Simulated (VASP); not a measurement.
Computed with LDA (Ceperley-Alder, Perdew-Zunger), VASP's LDA PAW potentials (set 64) (plane waves; VASP).

The input files of a VASP run:

### POSCAR
```
NaI
4.4214830
  0.0000000000   0.7071067284   0.7071067284
  0.7071067284   0.0000000000   0.7071067284
  0.7071067284   0.7071067284   0.0000000000
Na I
1 1
direct
  0.0000000000   0.0000000000   0.0000000000
  0.5000000000   0.5000000000   0.5000000000
```

**KPOINTS**
```
Automatic mesh
0
Gamma
7 7 7
0 0 0
```

INCAR:
```
SYSTEM=NaI
PREC=Accurate; ENCUT=400; LREAL=F
LASPH=T
EDIFF=1E-8; NELM=100; ALGO=Normal
LMAXMIX=4
ISMEAR=0; SIGMA=0.01
LWAVE=F; LCHARG=F
LEPSILON=T
```

POTCAR, in this order: Na_pv I (LDA.64 set). Program: vasp_std.

Task: What will the output report for the number of irreducible k-points (NKPTS), largest plane-wave count, number of space-group operations, FFT grid (NGX, NGY, NGZ)?

Result: 
- number of irreducible k-points (NKPTS): 20
- largest plane-wave count: 1122
- number of space-group operations: 48
- FFT grid (NGX, NGY, NGZ): 30 × 30 × 30

The compound is NaI in the rock salt structure. It was relaxed first, which changed the volume by -10 %.
